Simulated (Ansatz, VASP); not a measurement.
# Si18O35 (V_O): VASP beside Ansatz

One calculation is typed for both programs; each brings its own data sets. How far apart do they land? The cell is taken from a series of runs on this material, whose earlier steps may have relaxed, scaled, displaced or heated it; both programs get it as it stands.

Calculated with Ansatz 0.2.0; plane waves, with VASP 6.6.1 beside it; single point at r2SCAN.

## Step 1: The starting structure

The cell holds 53 atoms: 18 Si and 35 O. Its edges and angles: a = 8.524 Å, b = 8.524 Å, c = 10.833 Å, α = 90.0°, β = 90.0°, γ = 120.0°. It derives from SiO2 (SiO2 (P3_121)). Nearest the centre at fractional (0.481, 0.375, 0.559): Si17 at 1.57 Å, Si11 at 1.64 Å, O46 at 2.28 Å, O19 at 2.49 Å, O35 at 2.54 Å, O42 at 2.56 Å, O49 at 2.56 Å, O45 at 2.62 Å. The cell carries charge +1.

Coordinates:

```xyz
53
Lattice="7.3817 4.2618 0.0000 -7.3817 4.2618 0.0000 0.0000 0.0000 10.8331" Properties=species:S:1:pos:R:3 pbc="T T T"
Si   -3.5675    2.3253   10.8237
Si    1.2945    2.2657    0.0162
Si   -1.1704    6.5139   10.8309
Si   -1.2334    2.0416    3.6026
Si   -3.6598    6.3223    3.5994
Si    1.2890    6.2684    3.5519
Si   -5.0595    4.2812    1.7770
Si   -0.1908    4.2640    1.7901
Si    4.7936    4.2900    1.8025
Si   -3.6690    2.2458    5.4239
Si    1.3128    2.2164    5.4481
Si   -1.1254    6.5143    5.3361
Si   -1.1323    1.9522    9.0248
Si   -3.6408    6.2629    9.0589
Si    1.3388    6.2417    9.0403
Si   -5.0838    4.2414    7.2741
Si   -0.0900    4.1981    7.2367
Si    4.7548    4.2138    7.2546
O     0.2083    1.9152    4.3563
O    -2.2181    6.0465    4.2548
O     2.6845    5.9742    4.3016
O    -4.0732    3.7247    0.6207
O     0.7530    3.6558    0.6268
O     5.7187    3.6472    0.6419
O    -1.1267    3.1053    2.4070
O     3.8046    3.1816    2.4475
O     1.4476    7.3172    2.3452
O     1.3335    1.1389    1.1704
O    -1.1414    5.4046    1.1686
O     3.9133    5.4793    1.1625
O    -4.2281    4.9392    3.0048
O     0.7171    4.8679    2.9893
O     5.7260    4.8705    3.0026
O    -2.2518    2.5550    4.7321
O     2.7218    2.5885    4.8032
O     0.2642    6.9001    4.6372
O     0.3312    1.7493    9.6508
O    -2.1516    6.0415    9.6329
O     2.8001    6.0510    9.6740
O    -4.1877    3.6257    6.0871
O     5.7334    3.5077    6.1810
O    -1.0052    3.0171    7.7709
O     3.7548    3.1135    7.8806
O     1.3350    7.3657    7.8796
O     1.3596    1.1649    6.6421
O    -0.8532    5.2163    6.3032
O     3.8670    5.3663    6.5584
O    -4.1525    4.8654    8.4256
O     0.8911    4.8277    8.3206
O     5.6831    4.8397    8.4214
O    -2.1269    2.5710   10.1278
O     2.7698    2.5000   10.2432
O     0.3022    6.6661   10.1883
```

## Step 2: Ansatz: single point, r2SCAN

Ansatz runs on its PAW soft_1 files.

A single point gives forces, pressure and levels at one fixed geometry, so differences don't come from the geometry; what else differs is listed under the comparison.

input.yaml reads:

```yaml
crystal:
  checkpoint: "../qp1_M1.relax.run"
  host: checkpoint
total_charge: 1
basis:
  ecutwfc: 500
  xc_grid: 2
hamiltonian:
  xc: r2scan
  pseudopotentials: { kind: paw, azcp: { folder: soft_1 } }
kpoints:
  mp_grid: { grid: [2, 2, 2], shift: [0.5, 0.5, 0.5] }
magnetization:
  spin_polarized: true
  initial_magnetization: 1
  spin_locking: { lock_magnetization: hard }
scf:
  occupations: { method: fermi_dirac, width: 0.01 }
  max_iter: 60
output:
  forces: true
  eigenvalues: true
  charged_corrections:
    epsilon: [2.49, 2.49, 2.52]
    static_epsilon: [4.64, 4.64, 4.86]
    defect_position: [0.480871, 0.374954, 0.558959]
  eigenstates: { localisation: true }
  populations: true
  efg: {}
checkpoint:
  read: "../qp1_M1.relax.run"
  write: "../qp1_M1.point.run"
  compress: false
  write_wavefunctions: false
  write_every: 100000
```

The run is started by

```bash
ansatz run input.yaml --threads 4 --pin off --max-ram 7536MiB --backend cpu --events-out ev --progress --plain --runs-dir out
```

Numbers of over 12 decimals in the logs are rounded to 6 here.

Output:

```text
Warning: This run holds its total moment fixed (magnetization.spin_locking.lock_magnetization: hard) and mixes its density by anderson or broyden (scf.mixing.algorithm, typed or taken by auto). Slabs with a fixed moment have converged under broyden above another state at the same moment, at the default mixing steps and at smaller ones, and under scf.lower_state_search: standard, light or off a state that such a mixer [...]
crystal.checkpoint: the structure is that of <dir>, a `relax` run, at its step 9: its result, under r2scan at a charge of 1 e; 53 atoms read, 0 with a starting moment; crystal.structure_sha256 for this input is
Engine: ansatz 0.2.0, aarch64-unknown-linux-gnu
Pseudopotentials: kind: paw
Pseudopotential: Si, paw, valence charge 4, recommended cutoff 500 eV (meta_gga), soft_1/Si.paw.azcp
Pseudopotential: O, paw, valence charge 6, recommended cutoff 500 eV (meta_gga), soft_1/O.paw.azcp
Functional definition: r2SCAN
  parameter k0 = 0.174
  parameter k1 = 0.065
  parameter a1 = 4.9479
  exchange = r2scan_x(k0 = k0, k1 = k1, a1 = a1)
  correlation = r2scan_c
Crystal: 53 atoms, lattice volume = 681.598 Å³
Basis set: ecut = 500 eV, 17319 PW (Γ), exchange–correlation on 128×128×160 points (8 copies of the dense FFT grid, shifted against one another)
Bands: 194, of which v1, the nominal top of the filled ones, is band 141 counted from 1 (140 counted from 0)
Symmetry: 1 space group operations
Space group: P1 (ITA 1), of the structure as read, at distance tolerance 8.8e-5 Å
Magnetic group: BNS 1.1 (UNI 1), of the structure as read, at distance tolerance 8.8e-5 Å
k-points: 4 of 8 (time reversal used)
Non-local potential: Si, projectors of the file, l = 0: 2, l = 1: 2, l = 2: 1
Non-local potential: O, projectors of the file, l = 0: 2, l = 1: 2, l = 2: 1
PAW form: soft (Blöchl's): semilocal exchange-correlation on the pseudo side does not see the compensation charge
PAW frozen core: Si, regenerated for the run's functional (the file was generated under x = pbe(κ = 0.804, μ = 0.219515), c = pbe(β = 0.066725))
PAW frozen core: O, regenerated for the run's functional (the file was generated under x = pbe(κ = 0.804, μ = 0.219515), c = pbe(β = 0.066725))
PAW one-centre angular grid: Si, 302 points (default); XC on 160 Gauss nodes
PAW one-centre angular grid: O, 302 points (default); XC on 160 Gauss nodes
Initial density: read from a saved state, or passed on in memory by an earlier SCF of this step, an earlier step, the calling program or the single point that the run made first
Stability of the state it starts from, as read at its close in the collinear treatment: not read, because the mixer in use, unlike msr1, does not test its closes by its own steps (another_mixer); its run was given moments
Starting moments: Σ|m| = 1 μB on 53 of 53 sites; this step starts from the density that it was given
Initial wavefunctions: pseudopotential atomic-orbital guess — the wavefunctions supplied were not used: k-point sampling differs
Functional: x = r2scan, c = r2scan; τ floored in thin density (d = 2e-4 eV/Å³)
iter 1 solved again at ethr=1.66e-7 eV; its pass at ethr=3.10e-3 eV (dr2=4.68e-4 eV) is discarded
SCF iter   1: F=—  HF=-31473.281100 eV  |F-HF|=—  |Δ(HF+E_count)|=         —  Δρ=6.12e-5 (↑6.12e-5 ↓5.55e-5)  dr2=2.59e-5  dr2_τ=5.93e-7  dr2_m=1.01e-5  M=1.000 μB ∫|m|=1.069 μB  β_m=1.20  ethr=1.66e-7  ⟨swp⟩=7.5  Hψ=14252  notcnv=0  defer=1
preconditioner: auto → Resta (q_TF=auto, 2.354 Å⁻¹)  ε∞=2.8  [insulator: Δε(μ)=2.873 eV  Ē_g=17.812 eV  σ=0.010 eV  W_gap=1.00  n_scr=158 (ndim 8)  ℏωp=23.8 eV  f_vac=0.116  D(μ)=0.00/eV (n_scr^D=0)  ε∞_Penn≈2.8]
spin=Collinear: Resta preconditioning applied to the charge; magnetization (m = ρ↑ − ρ↓) channel mixes plain (no charge-response kernel on spin).
SCF iter   2: F=—  HF=-31473.281506 eV  |F-HF|=—  |Δ(HF+E_count)|=   4.05e-4  Δρ=2.81e-5 (↑2.81e-5 ↓2.78e-5)  dr2=1.02e-5  dr2_τ=1.18e-7  dr2_m=7.29e-8  M=1.000 μB ∫|m|=1.069 μB  β_m=1.20  ethr=9.21e-9  ⟨swp⟩=2.0  Hψ=2586  notcnv=0  κ⁻¹=1.0e0(r=1)
SCF iter   3: F=—  HF=-31473.281507 eV  |F-HF|=—  |Δ(HF+E_count)|=   1.41e-6  Δρ=1.63e-5 (↑1.62e-5 ↓1.63e-5)  dr2=3.45e-6  dr2_τ=3.57e-8  dr2_m=8.90e-9  M=1.000 μB ∫|m|=1.069 μB  β_m=1.20  ethr=3.62e-9  ⟨swp⟩=2.5  Hψ=2658  notcnv=0  κ⁻¹=1.0e-1(r=2)
[...]
k-point 1 ↑: bands = [... 137 lower, 1.8541, 1.9008, 1.9419, 2.6274, 7.8385, 9.4554, 9.9359, 10.2494, ... 49 higher]
  k-point 2 ↑: bands = [... 137 lower, 1.8305, 1.8942, 1.9321, 2.6174, 7.8790, 9.0458, 9.9000, 10.1028, ... 49 higher]
  k-point 3 ↓: bands = [... 137 lower, 1.8539, 1.9011, 1.9301, 4.8170, 8.8492, 9.3996, 9.9556, 10.4684, ... 49 higher]
--- Löwdin populations: 53 sites ---
  site symbol       q [e]    m [muB]
     0     Si      2.1886     0.0001
     1     Si      2.1928     0.0000
     2     Si      2.1893     0.0001
     3     Si      2.1847     0.0011
     4     Si      2.1883     0.0060
     5     Si      2.1959     0.0002
     6     Si      2.1907     0.0004
     7     Si      2.1905     0.0000
     8     Si      2.1896     0.0002
     9      O      6.7521     0.0578
    10      O      6.7813     0.0019
    11      O      6.7881     0.0006
    12      O      6.7830     0.0001
    13      O      6.7859     0.0001
    14      O      6.7839     0.0001
    15      O      6.7847     0.0001
    16      O      6.7814     0.0003
    17      O      6.7864     0.0000
    18      O      6.7865     0.0001
    19      O      6.7856     0.0000
    20      O      6.7855     0.0004
    21      O      6.7858     0.0015
    22      O      6.7908     0.0008
    23      O      6.7837     0.0016
[...]
45      O      6.7543     0.0477
    46      O      6.7907     0.0005
    47      O      6.7851    -0.0002
    48      O      6.7529     0.0321
    49      O      6.7832     0.0002
    50      O      6.7812     0.0035
    51      O      6.7854     0.0000
    52      O      6.7827     0.0029
  spilling = 0.013803 (of n_electrons = 281.000000)
```

In the SCF lines HF is the Harris–Foulkes energy and dr2 the Hartree energy of the density residual, in eV; the loop may stop once dr2 is under the threshold and the program's other checks hold. Hψ counts applications of the Hamiltonian.

## Step 3: VASP: single point, r2SCAN

The same cell, functional, mesh and smearing now go to VASP, with its own data sets.

Lines of VASP's logs that name or quote its potential files are left out, and so is its time.

INCAR reads:

```
SYSTEM = Si18O35
PREC = Accurate
ENCUT = 580
EDIFF = 1E-06
NELM = 200
ISMEAR = -1
SIGMA = 0.01
LREAL = Auto
ALGO = Normal
METAGGA = R2SCAN
LASPH = .TRUE.
NELECT = 281
NBANDS = 184
ISPIN = 2
MAGMOM = 0 -0 0 0 0 -0 0 0 0 0 0.03 0 0 0 0 0 0.03 0 0.05 0 0 0 0 0 0 0 0 0 0 0 0 0 0 -0 0.02 -0 -0 0 0 0 0 0.05 0 0 0.04 0.04 0 -0 0.03 0 0 0 0
LORBIT = 11
LWAVE = .FALSE.
LCHARG = .FALSE.
ISIF = 2
ISYM = 0
NUPDOWN = 1
GGA_COMPAT = .FALSE.
LMIXTAU = .TRUE.
KPAR = 4
```

POSCAR reads:

```
Si18O35
1.0
    7.3816531007      4.2617994048      0.0000000000
   -7.3816531007      4.2617994048      0.0000000000
    0.0000000000      0.0000000000     10.8330695259
Si O
18 35
Direct
    0.0311611059      0.5144542526      0.9991351599
    0.3534923981      0.1781265480      0.0014960943
    0.6849424341      0.8434943715      0.9997964208
    0.1559856062      0.3230695098      0.3325551116
    0.4938471724      0.9896429468      0.3322632770
    0.8227326257      0.6481086696      0.3278782768
    0.1595677431      0.8449834092      0.1640380255
    0.4873387344      0.5131877618      0.1652439281
    0.8280054399      0.1786090045      0.1663860759
    0.0149625983      0.5120088695      0.5006754953
    0.3489488484      0.1711076023      0.5029181530
    0.6880297812      0.8404929884      0.4925710831
    0.1523366440      0.3057314025      0.8330814737
    0.4881632978      0.9813863292      0.8362254845
    0.8229687158      0.6416037946      0.8345055675
    0.1532474087      0.8419594422      0.6714677058
    0.4864338633      0.4986224693      0.6680189936
    0.8164386785      0.1722948746      0.6696672639
    0.2387983408      0.2105797309      0.4021254774
    0.5591445505      0.8596319429      0.3927631792
    0.8827359010      0.5190688730      0.3970771464
    0.1610860148      0.7128832560      0.0572986078
    0.4799060566      0.3779000684      0.0578618205
    0.8152473590      0.0405348215      0.0592578802
    0.2880027044      0.4406352311      0.2221858288
    0.6309700295      0.1155587213      0.2259292317
    0.9565201964      0.7604156001      0.2164878694
    0.2239406499      0.0432911016      0.1080373118
    0.5567625274      0.7113825842      0.1078702800
    0.9079069974      0.3777661405      0.1073114092
    0.2930835849      0.8658666780      0.2773771630
    0.6196856319      0.5225331780      0.2759451187
    0.9592693598      0.1835589109      0.2771697342
    0.1472358085      0.4522829891      0.4368202685
    0.4880435530      0.1193236486      0.4433873346
    0.8274212735      0.7916275229      0.4280587597
    0.2276661638      0.1827922357      0.8908644023
    0.5630548371      0.8545391934      0.8892141011
    0.8995806795      0.5202446932      0.8930090778
    0.1417195237      0.7090273782      0.5619019701
    0.7998799049      0.0231682869      0.5705677860
    0.2858836293      0.4220543909      0.7173282756
    0.6196131276      0.1109482016      0.7274586026
    0.9545813645      0.7737233754      0.7273625554
    0.2287640833      0.0445799247      0.6131335245
    0.5541976786      0.6697757785      0.5818455132
    0.8915067592      0.3676448250      0.6054034427
    0.2895414571      0.8520912664      0.7777673358
    0.6267536292      0.5060324648      0.7680738296
    0.9527444669      0.1828485068      0.7773790207
    0.1575667459      0.4457066503      0.9349011468
    0.4809217597      0.1056873911      0.9455516337
    0.8025469673      0.7616037038      0.9404843807
```

KPOINTS reads:

```
Points of the shifted mesh
8
Reciprocal
 0.2500000000  0.2500000000  0.2500000000 1
 0.2500000000  0.2500000000  0.7500000000 1
 0.2500000000  0.7500000000  0.2500000000 1
 0.2500000000  0.7500000000  0.7500000000 1
 0.7500000000  0.2500000000  0.2500000000 1
 0.7500000000  0.2500000000  0.7500000000 1
 0.7500000000  0.7500000000  0.2500000000 1
 0.7500000000  0.7500000000  0.7500000000 1
```

PAW data sets: Si and O (PBE family, release 64).

The run is started by

```bash
mpirun -np 8 vasp_std
```

Output:

```text
[banner, memory and clock lines left out]
running    8 mpi-ranks, on    1 nodes
[...]
|                                                                             |
|           W    W    AA    RRRRR   N    N  II  N    N   GGGG   !!!           |
|           W    W   A  A   R    R  NN   N  II  NN   N  G    G  !!!           |
|           W    W  A    A  R    R  N N  N  II  N N  N  G       !!!           |
|           W WW W  AAAAAA  RRRRR   N  N N  II  N  N N  G  GGG   !            |
|           WW  WW  A    A  R   R   N   NN  II  N   NN  G    G                |
|           W    W  A    A  R    R  N    N  II  N    N   GGGG   !!!           |
|                                                                             |
|     For optimal performance we recommend to set                             |
|       NCORE = 2 up to number-of-cores-per-socket                            |
|     NCORE specifies how many cores store one orbital (NPAR=cpu/NCORE).      |
|     This setting can greatly improve the performance of VASP for DFT.       |
[...]
DAV:   5    -0.664829535394E+03   -0.44147E-01   -0.44103E-01  7080   0.163E+00BRMIX: very serious problems
 the old and the new charge density differ
 old charge density:   282.00000 new  281.00000
BRMIX: very serious problems
 the old and the new charge density differ
 old charge density:   282.00000 new  281.00000
BRMIX: very serious problems
 the old and the new charge density differ
 old charge density:   282.00000 new  281.00000
BRMIX: very serious problems
 the old and the new charge density differ
 old charge density:   282.00000 new  281.00000
    0.627E+01
DAV:   6    -0.567020713836E+03    0.97809E+02   -0.15072E+02  6624   0.256E+01    0.351E+01
DAV:   7    -0.531262401891E+03    0.35758E+02   -0.11354E+01  7080   0.108E+01    0.124E+01
DAV:   8    -0.567033170494E+03   -0.35771E+02   -0.11084E+01  6272   0.924E+00    0.621E+00
DAV:   9    -0.522070739937E+03    0.44962E+02   -0.86117E+00  6144   0.745E+00    0.264E+00
[...]
DAV:  23    -0.526769791647E+03    0.19120E-05   -0.78646E-07  4264   0.345E-03    0.152E-03
DAV:  24    -0.526769793212E+03   -0.15650E-05   -0.37123E-07  4224   0.230E-03    0.910E-04
DAV:  25    -0.526769793448E+03   -0.23546E-06   -0.24512E-07  3968   0.173E-03
   1 F= -.52676979E+03 E0= -.52676979E+03  d E =-.993466E-13  mag=     1.0000
```

Parts of OUTCAR (step 3):

```text
  FREE ENERGIE OF THE ION-ELECTRON SYSTEM (eV)
  ---------------------------------------------------
  free  energy   TOTEN  =      -526.7697934476 eV

  energy  without entropy=     -526.7697934476  energy(sigma->0) =     -526.76979345

 magnetization (x)
# of ion       s       p       d       tot
------------------------------------------
    1        0.000   0.000   0.000   0.000
    2       -0.000  -0.000   0.000  -0.000
    3       -0.000  -0.000   0.000  -0.000
    4       -0.000   0.000   0.000  -0.000
    5        0.001   0.002   0.000   0.004
    6       -0.000  -0.000   0.000  -0.000
    7        0.000   0.000   0.000   0.000
    8        0.000  -0.000   0.000   0.000
    9        0.000   0.000   0.000   0.000
   10        0.000   0.000   0.000   0.000
   11        0.036   0.067   0.000   0.103
   12        0.000   0.001   0.000   0.001
   13        0.000   0.001   0.000   0.001
[...]
--------------------------------------------------
tot          0.098   0.367   0.000   0.465

[... 2 further parts left out ...]
[key lines of the parts left out:]
E-fermi :   0.8879
```

The run ends at a pressure of -2.22 GPa, with forces up to 0.041 eV/Å.

## Step 4: Comparison

Known differences besides the potentials themselves: VASP starts from the moments at which Ansatz ended; VASP keeps PBE cores, Ansatz makes them for the functional; the cutoff is 500 eV in Ansatz and 580 eV in VASP (PREC = Accurate, projectors in real space); site moments are counted in spheres of each program's own size. Total energies have different zeros and are not compared.

Both answers:

| quantity | Ansatz | VASP | difference |
| --- | --- | --- | --- |
| total moment, fixed by the input (μB) | 1.00 | 1.00 | 0.00 |
| moment on Si11 (μB) | 0.03 | 0.10 | -0.07 |
| moment on Si17 (μB) | 0.03 | 0.08 | -0.05 |
| moment on O42 (μB) | 0.05 | 0.05 | 0.00 |
| moment on O19 (μB) | 0.05 | 0.05 | 0.00 |

At this near-relaxed geometry the largest component of a force difference is 38 meV/Å. The cell carries a charge of +1 e against a uniform background, so its pressure also hangs on how the neutralising background is counted, and in a defect's cell a gap may be the spacing between its levels.

## Step 5: What came out

- r.m.s. force difference (single point, r2SCAN): 12 meV/Å

What this shows: The r.m.s. force difference is 12 meV/Å (single point, r2SCAN), at about the 12 meV/Å picked in this series as the mark of a large difference. What causes the difference of the single point, r2SCAN pair stays open here. Such differences can come from data sets, numerical settings and the points named under the comparisons, not from the functional's error against experiment.

[Lines on the potential files, build, host, timing and source positions are cut from VASP's logs without a mark.]

[Logs are printed without paths, hosts, clocks, repeated set-up lines and the standing remarks that a program may print on its own settings, such as how far it seeks lower states.]

[Hosts, paths, dates, database ids (printed as entryN), source tags and the programs' standing remarks are cut or masked in the printed files.]
